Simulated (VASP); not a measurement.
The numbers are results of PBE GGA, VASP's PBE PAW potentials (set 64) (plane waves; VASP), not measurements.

Input for VASP

**INCAR**
```
ALGO  =  Normal
EDIFF  =  1E-6
ENCUT  =  400
GGA  =  PE
ISIF  =  2
ISMEAR  =  0
ISPIN  =  2
LASPH  =  .TRUE.
LCHARG  =  .FALSE.
LMAXMIX  =  6
LORBIT  =  11
LREAL  =  .FALSE.
LWAVE  =  .FALSE.
MAGMOM  =  1.0 0.0 0.0
NELM  =  100
PREC  =  Accurate
SIGMA  =  0.1
SYSTEM  =  CeO2
```

### POSCAR
```
CeO2
1
    1.4994000000     0.8656790000     5.8054540000
   -1.4994000000     0.8656790000     5.8054540000
    0.0000000000    -1.7313580000     5.8054540000
Ce O
1 2
Direct
  0.0000000000   0.0000000000   0.0000000000
  0.7523000000   0.7523000000   0.7523000000
  0.5810000000   0.5810000000   0.5810000000
```

File KPOINTS:
```
Automatic mesh
0
G
  6 6 6
```

POTCAR, in this order: Ce O (PBE.64 set). Program: vasp_std.

Output

File OSZICAR:
```
       N       E                     dE             d eps       ncg     rms          rms(c)
DAV:   1     0.216664588956E+03    0.21666E+03   -0.97296E+03  2192   0.148E+03
DAV:   2     0.202834335786E+02   -0.19638E+03   -0.18628E+03  2846   0.279E+02
DAV:   3    -0.230832053171E+02   -0.43367E+02   -0.40581E+02  3109   0.143E+02
DAV:   4    -0.249016507163E+02   -0.18184E+01   -0.17319E+01  2839   0.319E+01
DAV:   5    -0.250289789549E+02   -0.12733E+00   -0.12729E+00  3839   0.749E+00    0.365E+01
DAV:   6    -0.322794229167E+02   -0.72504E+01   -0.15004E+02  3701   0.604E+01    0.476E+01
DAV:   7    -0.245104060636E+02    0.77690E+01   -0.33851E+02  4165   0.152E+02    0.236E+01
DAV:   8    -0.255671929464E+02   -0.10568E+01   -0.10524E+01  3165   0.318E+01    0.136E+01
DAV:   9    -0.241052766188E+02    0.14619E+01   -0.16124E+00  3575   0.102E+01    0.956E+00
DAV:  10    -0.236425892916E+02    0.46269E+00   -0.21964E-01  3735   0.445E+00    0.845E+00
DAV:  11    -0.227438904289E+02    0.89870E+00   -0.49668E-01  3321   0.808E+00    0.656E+00
DAV:  12    -0.220682440205E+02    0.67565E+00   -0.79277E-01  4007   0.927E+00    0.435E+00
DAV:  13    -0.218328762515E+02    0.23537E+00   -0.33691E-01  4000   0.581E+00    0.289E+00
DAV:  14    -0.216990109495E+02    0.13387E+00   -0.45537E-01  3697   0.656E+00    0.874E-01
DAV:  15    -0.217597034941E+02   -0.60693E-01   -0.24237E-01  3890   0.423E+00    0.361E+00
DAV:  16    -0.217165332206E+02    0.43170E-01   -0.13236E+00  3525   0.996E+00    0.246E+00
DAV:  17    -0.216874749765E+02    0.29058E-01   -0.19787E-01  3705   0.413E+00    0.404E-01
DAV:  18    -0.216885088356E+02   -0.10339E-02   -0.34562E-02  3732   0.167E+00    0.323E-01
DAV:  19    -0.216933149662E+02   -0.48061E-02   -0.13134E-02  3807   0.105E+00    0.813E-01
DAV:  20    -0.216874020657E+02    0.59129E-02   -0.63484E-02  3583   0.235E+00    0.174E-01
DAV:  21    -0.216872861717E+02    0.11589E-03   -0.11428E-03  3373   0.285E-01    0.950E-02
DAV:  22    -0.216872214885E+02    0.64683E-04   -0.38571E-04  3777   0.156E-01    0.311E-02
DAV:  23    -0.216872443220E+02   -0.22833E-04   -0.58941E-04  3578   0.223E-01    0.684E-02
DAV:  24    -0.216872223766E+02    0.21945E-04   -0.62162E-05  3684   0.771E-02    0.382E-02
DAV:  25    -0.216872170587E+02    0.53179E-05   -0.11784E-05  3350   0.324E-02    0.248E-02
DAV:  26    -0.216872139241E+02    0.31345E-05   -0.17946E-05  3635   0.369E-02    0.610E-03
DAV:  27    -0.216872139213E+02    0.28542E-08   -0.26515E-06  2361   0.151E-02
   1 F= -.21687214E+02 E0= -.21687192E+02  d E =-.438466E-04  mag=     0.0000
```

### OUTCAR
```
------------------------ aborting loop because EDIFF is reached ----------------------------------------
  FORCE on cell =-STRESS in cart. coord.  units (eV):
  Direction    XX          YY          ZZ          XY          YZ          ZX
  --------------------------------------------------------------------------------------
  Total        8.3479156      8.3479158     -9.7289428      0.0000000      0.0000000      0.0000000
  in kB      295.8195055    295.8195099   -344.7580412      0.0000000      0.0000000      0.0000000
  external PRESSURE =      82.2936581 kB  Pullay stress =       0.0000000 kB
  volume of cell :       45.21
      direct lattice vectors                 reciprocal lattice vectors
     1.499400000  0.865679000  5.805454000     0.333466720  0.192527099  0.057417272
    -1.499400000  0.865679000  5.805454000    -0.333466720  0.192527099  0.057417272
     0.000000000 -1.731358000  5.805454000     0.000000000 -0.385054198  0.057417272
 POSITION                                       TOTAL-FORCE (eV/Angst)
 -----------------------------------------------------------------------------------
      0.00000      0.00000      0.00000         0.000000      0.000000     -0.010919
      0.00000      0.00000     13.10233         0.000000      0.000000     -2.871998
      0.00000      0.00000     10.11891         0.000000      0.000000      2.882918
 -----------------------------------------------------------------------------------
    total drift:                                0.000000      0.000001     -0.000129
  FREE ENERGIE OF THE ION-ELECTRON SYSTEM (eV)
  ---------------------------------------------------
  free  energy   TOTEN  =       -21.6872139213 eV

  energy  without entropy=      -21.6871700747  energy(sigma->0) =      -21.68719200

 total charge

# of ion       s       p       d       f       tot
--------------------------------------------------
    1        2.038   5.728   1.248   1.126  10.139
    2        1.624   3.336   0.000   0.000   4.960
    3        1.624   3.336   0.000   0.000   4.960
--------------------------------------------------
tot          5.285  12.400   1.248   1.126  20.059

 magnetization (x)

# of ion       s       p       d       f       tot
--------------------------------------------------
    1       -0.000  -0.000   0.000   0.000   0.000
    2        0.000  -0.000   0.000   0.000  -0.000
    3        0.000  -0.000   0.000   0.000  -0.000
--------------------------------------------------
tot         -0.000  -0.000   0.000   0.000  -0.000
```
(Selected blocks of OUTCAR.)

File OUTCAR:
```
 val. band max:        3.3756337147   @ k =  -0.3333   0.3333   0.0000

 cond. band min:       3.8038981338   @ k =   0.0000   0.0000   0.0000


 Fermi energy:         3.5976377197

 spin component 1

 k-point     1 :       0.0000    0.0000    0.0000
  band No.  band energies     occupation
      1     -30.5540      1.00000
      2     -15.8919      1.00000
      3     -12.6935      1.00000
      4     -10.6131      1.00000
      5     -10.6131      1.00000
      6      -8.4155      1.00000
      7       0.2825      1.00000
      8       2.0474      1.00000
      9       2.0474      1.00000
     10       2.0733      1.00000
     11       2.0733      1.00000
     12       2.6005      1.00000
     13       3.8039      0.00177
     14       5.5850      0.00000
     15       5.5870      0.00000
     16       5.5870      0.00000
     17       5.7823      0.00000

 k-point     2 :       0.1667    0.0000    0.0000
  band No.  band energies     occupation
      1     -30.2986      1.00000
      2     -15.5122      1.00000
      3     -13.6929      1.00000
      4     -10.9571      1.00000
      5     -10.8267      1.00000
      6      -8.9061      1.00000
      7       0.4204      1.00000
      8       1.4533      1.00000
      9       1.9138      1.00000
     10       2.0518      1.00000
     11       2.3823      1.00000
     12       2.9955      1.00000
     13       4.2735      0.00000
     14       5.1670      0.00000
     15       5.3522      0.00000
     16       5.5256      0.00000
     17       5.6923      0.00000

 k-point     3 :       0.3333    0.0000    0.0000
  band No.  band energies     occupation
      1     -29.7263      1.00000
      2     -15.7364      1.00000
      3     -14.4949      1.00000
      4     -11.5703      1.00000
      5     -10.8122      1.00000
      6     -10.1770      1.00000
      7       0.0681      1.00000
      8       1.0997      1.00000
      9       1.6436      1.00000
...
```

At this cut-off the stress carries a Pulay error, which pulls relaxed volumes low. The moments were started parallel, and other spin orders were not tried in this run.

The structure was generated: CeO2 was put into an ordered model structure, which need not be its known phase. The cell was not relaxed at this level, and its volume differs by -5.9 % from the start's.
